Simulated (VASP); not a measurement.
An input for Quantum ESPRESSO's pw.x (written as the equivalent of a VASP run, and not itself run):

```
&CONTROL
  calculation = 'scf'
  pseudo_dir = './pseudo'
  outdir = './out'
  tprnfor = .true.
  tstress = .true.
/
&SYSTEM
  ibrav = 0
  nat = 2
  ntyp = 2
  ecutwfc = 82
  occupations = 'tetrahedra'
  input_dft = 'pbe'
  vdw_corr = 'grimme-d3'
  dftd3_version = 3
  dftd3_threebody = .false.
/
&ELECTRONS
  conv_thr = 7.3e-09
  electron_maxstep = 100
/
ATOMIC_SPECIES
  Ag 107.868 Ag.upf
  I 126.904 I.upf
CELL_PARAMETERS angstrom
     0.0000000    3.2500000    3.2500000
     3.2500000    0.0000000    3.2500000
     3.2500000    3.2500000    0.0000000
ATOMIC_POSITIONS crystal
  Ag   0.0000000  0.0000000  0.0000000
  I    0.2500000  0.2500000  0.2500000
K_POINTS automatic
  8 8 8 0 0 0
```

Task: Translate this input to VASP (INCAR, KPOINTS, POSCAR, choice of POTCAR).

Result: One answer among several that fit: 
**KPOINTS**
```
K-points
0
Gamma
8 8 8
```

File POSCAR:
```
AgI
4.5961940
  0.0000000000   0.7071067931   0.7071067931
  0.7071067931   0.0000000000   0.7071067931
  0.7071067931   0.7071067931   0.0000000000
Ag I
1 1
Cart
  0.0000000000   0.0000000000   0.0000000000
  0.3535533966   0.3535533966   0.3535533966
```

INCAR:
```
# general
SYSTEM  = AgI
PREC    = Accurate
ENCUT   = 520
LREAL   = F
LASPH   = T

# electronic loop
EDIFF   = 1E-7
NELM    = 100
ALGO    = Normal
LMAXMIX = 4

# smearing
ISMEAR  = -5

# functional
GGA     = PE
IVDW    = 11

# ions
ISIF    = 2

# output
LWAVE   = F
LCHARG  = T
LORBIT  = 11
NEDOS   = 601
```

POTCAR, in this order: Ag I (PBE.64 set). Program: vasp_std.

The two are equivalent in intent, not identical: the potentials are each code's own (VASP's PAW set, PseudoDojo norm-conserving files in pw.x), so ENCUT and ecutwfc are chosen apart and not converted; conv_thr bounds pw.x's estimated SCF error, while EDIFF bounds the energy change between steps.

The compound is AgI in the zinc blende structure, whereas wurtzite is the usual form. The cell was not relaxed at this level.
